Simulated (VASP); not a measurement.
# HfMg6Al (Amm2) in VASP: reference runs

Aim: a first look at HfMg6Al with PBE, on the cell as given and on a disturbed one.

All numbers are computed with VASP 6.6.1; they aren't measurements. Logs are shortened: lines on timing, memory, paths and dates and some standing lists are left out, and cuts for length are marked.

## 1. Starting point

Symmetry: Amm2, No. 38, orthorhombic system. The conventional cell has a = 5.026 Å, b = 6.088 Å, c = 11.178 Å, α = 90.00°, β = 90.00°, γ = 90.00°. Around Hf (site symmetry mm2) lie 2 Al at 3.04 Å and 10 Mg at 3.08 to 3.21 Å. Al (site symmetry mm2) is surrounded by 2 Hf at 3.04 Å and 10 Mg at 3.09 to 3.21 Å. Mg (site symmetry mm2) has 10 Mg at 3.04 to 3.22 Å and 2 Hf at 3.08 Å as nearest neighbours. Mg (site symmetry mm2) is surrounded by 10 Mg at 3.04 to 3.22 Å and 2 Al at 3.10 Å. Mg (site symmetry m) has 8 Mg at 3.02 to 3.22 Å and 2 Al at 3.09 Å and 2 Hf at 3.09 Å as nearest neighbours. Around Mg (site symmetry m) lie 8 Mg at 3.03 to 3.11 Å and 2 Al at 3.16 to 3.21 Å and 2 Hf at 3.16 to 3.21 Å.

The cell comes from a database or a generator and needn't be the stable form of this composition.

## 2. Single point, PBE

Input file INCAR:

```
SYSTEM = HfMg6Al
PREC = Accurate ; ENCUT = 520
EDIFF = 1E-7 ; ISMEAR = -1
SIGMA = 0.05 ; LREAL = .FALSE.
LASPH = .TRUE. ; NELM = 80
ALGO = Normal ; ISIF = 2
LWAVE = .FALSE. ; LCHARG = .TRUE.
GGA = PE ; LELF = .TRUE.
LVHAR = .TRUE. ; NBANDS = 22
```

Input file KPOINTS:

```
regular mesh
0
G
  6 5 5
  0 0 0
```

Input file POSCAR:

```
HfMg6Al
1.0
    5.0258660000      0.0000000000      0.0000000000
    0.0000000000      3.0442105000      5.5889195000
    0.0000000000     -3.0442105000      5.5889195000
Hf Al Mg
1 1 6
Direct
    0.5000000000      0.6712420000      0.6712420000
    0.5000000000      0.1666400000      0.1666400000
    0.0000000000      0.8298050000      0.8298050000
    0.0000000000      0.3285090000      0.3285090000
    0.0000000000      0.3349360000      0.8308780000
    0.0000000000      0.8308780000      0.3349360000
    0.5000000000      0.1682240000      0.6697620000
    0.5000000000      0.6697620000      0.1682240000
```

Potentials or basis: VASP PAW PBE potentials, release 64 (Hf_pv, Al, Mg).

On the command line:

```sh
cat potpaw_PBE.64/Hf_pv/POTCAR potpaw_PBE.64/Al/POTCAR potpaw_PBE.64/Mg/POTCAR > POTCAR
mpirun -np 1 vasp_std > vasp.out
```

OUTCAR:

```text
SYSTEM = HfMg6Al
   PREC = Accurate
   ENCUT = 520
   EDIFF = 1E-7
   ISMEAR = -1
   LREAL = .FALSE.
   LASPH = .TRUE.
   NELM = 80
   ISIF = 2
   GGA = PE

 ion  position               nearest neighbor table
   1  0.500  0.671  0.671-   2 3.04   2 3.04   3 3.08   3 3.08   6 3.09   5 3.09   5 3.09   6 3.09
                             8 3.16   7 3.16   7 3.21   8 3.21
   2  0.500  0.167  0.167-   1 3.04   1 3.04   5 3.09   6 3.09   5 3.09   6 3.09   4 3.10   4 3.10
                             8 3.16   7 3.16   8 3.21   7 3.21
   3  0.000  0.830  0.830-   4 3.04   4 3.04   1 3.08   1 3.08   8 3.10   7 3.10   7 3.10   8 3.10
                             6 3.15   5 3.15   5 3.22   6 3.22
   4  0.000  0.329  0.329-   3 3.04   3 3.04   2 3.10   2 3.10   8 3.11   7 3.11   7 3.11   8 3.11
                             6 3.15   5 3.15   6 3.22   5 3.22
   5  0.000  0.335  0.831-   6 3.02   6 3.07   2 3.09   2 3.09   1 3.09   1 3.09   7 3.11   7 3.11
                             4 3.15   3 3.15   3 3.22   4 3.22
   6  0.000  0.831  0.335-   5 3.02   5 3.07   2 3.09   2 3.09   1 3.09   1 3.09   8 3.11   8 3.11
                             4 3.15   3 3.15   3 3.22   4 3.22
   7  0.500  0.168  0.670-   8 3.03   8 3.05   3 3.10   3 3.10   4 3.11   4 3.11   5 3.11   5 3.11
                             2 3.16   1 3.16   1 3.21   2 3.21
   8  0.500  0.670  0.168-   7 3.03   7 3.05   3 3.10   3 3.10   4 3.11   4 3.11   6 3.11   6 3.11
                             2 3.16   1 3.16   1 3.21   2 3.21

  LATTYP: Found a base centered orthorhombic cell.
 ALAT       =     6.0884210000
 B/A-ratio  =     1.8359175556
 C/A-ratio  =     0.8254793813

  Lattice vectors:

 A1 = (   0.0000000000,   3.0442105000,  -5.5889195000)
 A2 = (   0.0000000000,   3.0442105000,   5.5889195000)
 A3 = (   5.0258660000,   0.0000000000,   0.0000000000)

Analysis of symmetry for initial positions (statically):
=====================================================================
 Subroutine PRICEL returns:
 Original cell was already a primitive cell.

 Routine SETGRP: Setting up the symmetry group for a
 base centered orthorhombic supercell.

 Subroutine GETGRP returns: Found  4 space group operations
 (whereof  4 operations were pure point group operations)
 out of a pool of  8 trial point group operations.

The static configuration has the point symmetry C_2v.

Analysis of symmetry for dynamics (positions and initial velocities):
=====================================================================
 Subroutine PRICEL returns:
 Original cell was already a primitive cell.

 Routine SETGRP: Setting up the symmetry group for a
 base centered orthorhombic supercell.

 Subroutine GETGRP returns: Found  4 space group operations
 (whereof  4 operations were pure point group operations)
 out of a pool of  8 trial point group operations.

The dynamic configuration has the point symmetry C_2v.

 Subroutine INISYM returns: Found  4 space group operations
 (whereof  4 operations are pure point group operations),
 and found     1 'primitive' translations

----------------------------------------------------------------------------------------

                                     Primitive cell

  volume of cell :     171.0186

  direct lattice vectors                    reciprocal lattice vectors
     5.025866000  0.000000000  0.000000000     0.198970685  0.000000000  0.000000000
     0.000000000  3.044210500  5.588919500     0.000000000  0.164246198  0.089462731
     0.000000000 -3.044210500  5.588919500     0.000000000 -0.164246198  0.089462731

  length of vectors
     5.025866000  6.364215485  6.364215485     0.198970685  0.187030462  0.187030462

  position of ions in fractional coordinates (direct lattice)
     0.500000000  0.671242000  0.671242000
     0.500000000  0.166640000  0.166640000
     0.000000000  0.829805000  0.829805000
     0.000000000  0.328509000  0.328509000
     0.000000000  0.334936000  0.830878000
     0.000000000  0.830878000  0.334936000
     0.500000000  0.168224000  0.669762000
     0.500000000  0.669762000  0.168224000

  ion indices of the primitive-cell ions
   primitive index   ion index
                 1           1
                 2           2
                 3           3
                 4           4
                 5           5
                 6           6
                 7           7
                 8           8

----------------------------------------------------------------------------------------

 KPOINTS: regular mesh

Automatic generation of k-mesh.
 Grid dimensions read from file:
 generate k-points for:    6    5    5

 Generating k-lattice:

  Cartesian coordinates                     Fractional coordinates (reciprocal lattice)
     0.033161781  0.000000000  0.000000000     0.166666667  0.000000000  0.000000000
     0.000000000  0.032849240  0.017892546     0.000000000  0.200000000  0.000000000
     0.000000000 -0.032849240  0.017892546     0.000000000  0.000000000  0.200000000

  Length of vectors
     0.033161781  0.037406092  0.037406092

  Shift w.r.t. Gamma in fractional coordinates (k-lattice)
     0.000000000  0.000000000  0.000000000

 Subroutine IBZKPT returns following result:
 ===========================================

 Found     36 irreducible k-points:

 Following reciprocal coordinates:
            Coordinates               Weight
  0.000000  0.000000  0.000000      1.000000
  0.166667  0.000000  0.000000      2.000000
  0.333333  0.000000  0.000000      2.000000
  0.500000  0.000000  0.000000      1.000000
  0.000000  0.200000  0.000000      4.000000
  0.166667  0.200000  0.000000      8.000000
[... 16 lines left out ...]
  0.333333 -0.400000  0.200000      8.000000
  0.500000 -0.400000  0.200000      4.000000
 [... further k-points ...]
   k-points           NKPTS =     36   k-points in BZ     NKDIM =     36   number of bands    NBANDS=     22
   number of dos      NEDOS =    301   number of ions     NIONS =      8
   total plane-waves  NPLWV =  92160
   dimension x,y,z NGX =    40 NGY =   48 NGZ =   48
   dimension x,y,z NGXF=    80 NGYF=   96 NGZF=   96
   ions per type =               1   1   6
   NGX,Y,Z   is equivalent  to a cutoff of  13.23, 12.54, 12.54 a.u.
   NGXF,Y,Z  is equivalent  to a cutoff of  26.46, 25.08, 25.08 a.u.
 SYSTEM =  HfMg6Al
   PREC   = accura    normal or accurate (medium, high low for compatibility)
   ISTART =      0    job   : 0-new  1-cont  2-samecut
   ICHARG =      2    charge: 1-file 2-atom 10-const
   ISPIN  =      1    spin polarized calculation?
   LNONCOLLINEAR =      F non collinear calculations
   LSORBIT =      F    spin-orbit coupling
   LASPH  =      T    aspherical Exc in radial PAW
   ENCUT  =  520.0 eV  38.22 Ry    6.18 a.u.   9.34 11.83 11.83*2*pi/ulx,y,z
   NELM   =     80;   NELMIN=  2; NELMDL= -5     # of ELM steps
   EDIFF  = 0.1E-06   stopping-criterion for ELM
   LREAL  =      F    real-space projection
   EDIFFG = 0.1E-05   stopping-criterion for IOM
   NSW    =      0    number of steps for IOM
   IBRION =     -1    ionic relax: 0-MD 1-quasi-New 2-CG
   NFREE  =      0    steps in history (QN), initial steepest desc. (CG)
   ISIF   =      2    stress and relaxation
   ISYM   =      2    0-nonsym 1-usesym 2-fastsym
   POTIM  = 0.5000    time-step for ionic-motion
   TEBEG  =    0.0;   TEEND  =   0.0 temperature during run
   PSTRESS=    0.0 pullay stress
   NELECT =      25.0000    total number of electrons
   NUPDOWN=      -1.0000    fix difference up-down
   EMIN   =  10.00;   EMAX   =-10.00  energy-range for DOS
   EFERMI =   0.00;   METHOD = LEGACY
   ISMEAR =    -1;   SIGMA  =   0.05  broadening in eV -4-tet -1-fermi 0-gaus
   EFERMI_NEDOS =   21; number of points for ismear=-14 and -15
   IALGO  =     38    algorithm
   IMIX   =      4    mixing-type and parameters
     AMIX     =   0.40;   BMIX     =  1.00
     AMIX_MAG =   1.60;   BMIX_MAG =  1.00
  volume/ion in A,a.u.               =      21.38       144.26
  Fermi-wavevector in a.u.,A,eV,Ry     =   0.862397  1.629693 10.119032  0.743728
  Thomas-Fermi vector in A             =   1.980192
   LORBIT       =      0    0 simple, 1 ext, 2 COOP (PROOUT), +10 PAW based schemes
   GGA     = PE    functional components
[... 5 lines left out ...]
 non-spin polarized calculation
  energy-cutoff  :      520.00
  volume of cell :      171.02
 maximum number of plane-waves:      4636
 NGX is ok and might be reduce to    40
   NGX = 19   NGY = 23   NGZ = 23

 number of electron      25.0000000 magnetization

 Free energy of the ion-electron system (eV)
  ---------------------------------------------------
  ext. energy  EPLUGINS =         0.00000000
  ---------------------------------------------------
  free energy    TOTEN  =       -22.34367914 eV

  energy without entropy =      -22.31736711  energy(sigma->0) =      -22.33052313

 E-fermi :   3.4348     XC(G=0):  -9.1467

 val. band max:        3.3960723044   @ k =   0.3333   0.4000   0.2000
 cond. band min:       3.4361467806   @ k =   0.3333   0.0000   0.0000
 fundamental gap:      0.0400744761
 Fermi energy:         3.4348227765

 k-point     1 :       0.0000    0.0000    0.0000
  band No.  band energies     occupation
      1     -27.6171      2.00000
      2     -27.4832      2.00000
      3     -27.4750      2.00000
      4      -4.0984      2.00000
      5      -0.2660      2.00000
      6       0.7465      2.00000
[... 14 lines left out ...]
     21       6.6457      0.00000
     22       6.9871      0.00000

 k-point     2 :       0.1667    0.0000    0.0000
  band No.  band energies     occupation
      1     -27.6177      2.00000
      2     -27.4831      2.00000
      3     -27.4749      2.00000
      4      -3.9317      2.00000
      5      -0.3875      2.00000
      6       0.4131      2.00000
[... 14 lines left out ...]
     21       6.8360      0.00000
     22       7.1919      0.00000

 k-point     3 :       0.3333    0.0000    0.0000
  band No.  band energies     occupation
      1     -27.6189      2.00000
      2     -27.4830      2.00000
      3     -27.4748      2.00000
      4      -3.4497      2.00000
      5      -1.4035      2.00000
      6       0.5284      2.00000
[... 14 lines left out ...]
     21       7.1529      0.00000
     22       7.2679      0.00000

 k-point     4 :       0.5000    0.0000    0.0000
  band No.  band energies     occupation
      1     -27.6194      2.00000
      2     -27.4830      2.00000
      3     -27.4748      2.00000
      4      -2.9135      2.00000
      5      -2.2067      2.00000
      6       0.8815      2.00000
[... 14 lines left out ...]
     21       7.1648      0.00000
     22       7.4066      0.00000

 k-point     5 :       0.0000    0.2000    0.0000
  band No.  band energies     occupation
      1     -27.6171      2.00000
      2     -27.4833      2.00000
      3     -27.4750      2.00000
      4      -3.8808      2.00000
      5      -0.8822      2.00000
      6       0.0897      2.00000
[... 417 lines left out ...]
 k-point    22 :       0.1667   -0.4000    0.2000
  band No.  band energies     occupation
      1     -27.6177      2.00000
      2     -27.4835      2.00000
      3     -27.4751      2.00000
      4      -2.7692      2.00000
      5      -2.0944      2.00000
      6      -1.3266      2.00000
[... 14 lines left out ...]
     21       6.9681      0.00000
     22       7.7227      0.00000

 k-point    23 :       0.3333   -0.4000    0.2000
  band No.  band energies     occupation
      1     -27.6188      2.00000
      2     -27.4834      2.00000
      3     -27.4750      2.00000
      4      -2.3423      2.00000
      5      -1.5668      2.00000
      6      -0.8839      2.00000
[... 14 lines left out ...]
     21       7.4105      0.00000
     22       7.6676      0.00000

 k-point    24 :       0.5000   -0.4000    0.2000
  band No.  band energies     occupation
      1     -27.6194      2.00000
      2     -27.4834      2.00000
      3     -27.4749      2.00000
      4      -1.8875      2.00000
      5      -1.1386      2.00000
      6      -0.8156      2.00000
[... 14 lines left out ...]
     21       7.9349      0.00000
     22       7.9901      0.00000

 [... further k-points ...]

------------------------ aborting loop because EDIFF is reached ----------------------------------------

  FORCE on cell =-STRESS in cart. coord.  units (eV):
  Direction    XX          YY          ZZ          XY          YZ          ZX
  --------------------------------------------------------------------------------------
  -------------------------------------------------------------------------------------
  Total       -0.2265017      0.2031603     -0.1497891      0.0000000      0.0000000      0.0000000
  in kB       -2.1219673      1.9032948     -1.4032897      0.0000000      0.0000000      0.0000000
  external PRESSURE =      -0.5406541 kB  Pullay stress =       0.0000000 kB

 VOLUME and BASIS-vectors are now :
 -----------------------------------------------------------------------------
  energy-cutoff  :      520.00
  volume of cell :      171.02
      direct lattice vectors                 reciprocal lattice vectors
     5.025866000  0.000000000  0.000000000     0.198970685  0.000000000  0.000000000
     0.000000000  3.044210500  5.588919500     0.000000000  0.164246198  0.089462731
     0.000000000 -3.044210500  5.588919500     0.000000000 -0.164246198  0.089462731

 POSITION                                       TOTAL-FORCE (eV/Angst)
 -----------------------------------------------------------------------------------
      2.51293      0.00000      7.50304         0.000000     -0.000000      0.031387
      2.51293      0.00000      1.86268         0.000000     -0.000000      0.025032
      0.00000      0.00000      9.27543         0.000000     -0.000000     -0.025134
      0.00000      0.00000      3.67202         0.000000     -0.000000     -0.074771
      0.00000     -1.50975      6.51564         0.000000      0.042294     -0.044110
      0.00000      1.50975      6.51564         0.000000     -0.042294     -0.044110
      2.51293     -1.52679      4.68344         0.000000      0.011619      0.065852
      2.51293      1.52679      4.68344         0.000000     -0.011619      0.065852
 -----------------------------------------------------------------------------------
    total drift:                               -0.000000     -0.000000      0.000273

  FREE ENERGIE OF THE ION-ELECTRON SYSTEM (eV)
  ---------------------------------------------------
  free  energy   TOTEN  =       -22.3436791410 eV

  energy  without entropy=      -22.3173671101  energy(sigma->0) =      -22.33052313
```

Wall time 1.9 min (1 thread of Intel Xeon Platinum 8488C (Sapphire Rapids), shared host); peak memory 0.37 GiB.

Results:

```yaml
Free_energy: -22.3437 eV
Pressure: -0.1 GPa
Largest_force: 0.075 eV/Å
Band_gap_on_the_k_mesh: none (metal or under the smearing width)
```

Forces in eV/Å, atoms in the order of the input:
```
Hf   0.000  0.000  0.031
Al   0.000  0.000  0.025
Mg   0.000  0.000 -0.025
Mg   0.000  0.000 -0.075
Mg   0.000  0.042 -0.044
Mg   0.000 -0.042 -0.044
Mg   0.000  0.012  0.066
Mg   0.000 -0.012  0.066
```

Levels at points of the mesh, in eV from the Fermi level:
| k point | band 10 | band 11 | band 12 | band 13 | band 14 | band 15 |
| --- | --- | --- | --- | --- | --- | --- |
| (0.00, 0.00, 0.00) | -1.75 | -1.71 | -1.26 | 0.17 | 0.21 | 1.45 |
| (0.50, 0.00, 0.00) | -1.48 | -1.27 | -0.86 | -0.82 | -0.75 | -0.42 |

## 3. Single point, PBE (atoms moved at random, drawn with an rms of 0.05 Å)

Input file INCAR:

```
SYSTEM = HfMg6Al
ALGO = Normal
EDIFF = 1E-7
ENCUT = 520
GGA = PE
ISIF = 2
ISMEAR = -1
LASPH = .True.
LCHARG = .False.
LREAL = .False.
LWAVE = .False.
NBANDS = 22
NELM = 100
PREC = Accurate
SIGMA = 0.05
```

Input file KPOINTS:

```
k-points
0
Gamma
  6 5 5
  0 0 0
```

Input file POSCAR:

```
HfMg6Al
1.0
    5.0258660000      0.0000000000      0.0000000000
    0.0000000000      3.0442105000      5.5889195000
    0.0000000000     -3.0442105000      5.5889195000
Hf Al Mg
1 1 6
Direct
    0.4960160000      0.6703660000      0.6666240000
    0.5079050000      0.1704480000      0.1623720000
   -0.0039160000      0.8257860000      0.8343310000
   -0.0024750000      0.3240260000      0.3306330000
   -0.0033750000      0.3290230000      0.8324930000
    0.0007820000      0.8352390000      0.3331270000
    0.5082310000      0.1630950000      0.6710280000
    0.4994330000      0.6699190000      0.1646920000
```

Potentials or basis: VASP PAW PBE potentials, release 64 (Hf_pv, Al, Mg).

On the command line:

```sh
cat potpaw_PBE.64/Hf_pv/POTCAR potpaw_PBE.64/Al/POTCAR potpaw_PBE.64/Mg/POTCAR > POTCAR
mpirun -np 1 vasp_std > vasp.out
```

Wall time 3.9 min (1 thread of Intel Xeon Platinum 8488C (Sapphire Rapids), shared host); peak memory 0.48 GiB.

The run converged. Its results:

```
Free energy            : -22.3184 eV
Pressure               : 0.0 GPa
Largest force          : 0.261 eV/Å
Band gap on the k mesh : none (metal or under the smearing width)
```

Forces on the atoms (eV/Å):
```
Hf   0.115 -0.031  0.113
Al  -0.185 -0.060 -0.007
Mg   0.102  0.026 -0.135
Mg   0.138  0.019 -0.010
Mg   0.118  0.186  0.008
Mg  -0.018 -0.146 -0.118
Mg  -0.228  0.104  0.074
Mg  -0.042 -0.097  0.075
```

Stress tensor (GPa, compression positive):
```
-0.22 -0.05  0.03
-0.05  0.34 -0.12
 0.03 -0.12 -0.22
```

Levels at points of the mesh, in eV from the Fermi level:
| k point | band 10 | band 11 | band 12 | band 13 | band 14 | band 15 |
| --- | --- | --- | --- | --- | --- | --- |
| (0.00, 0.00, 0.00) | -1.74 | -1.72 | -1.28 | 0.19 | 0.20 | 1.41 |
| (0.50, 0.00, 0.00) | -1.48 | -1.26 | -0.88 | -0.82 | -0.76 | -0.41 |
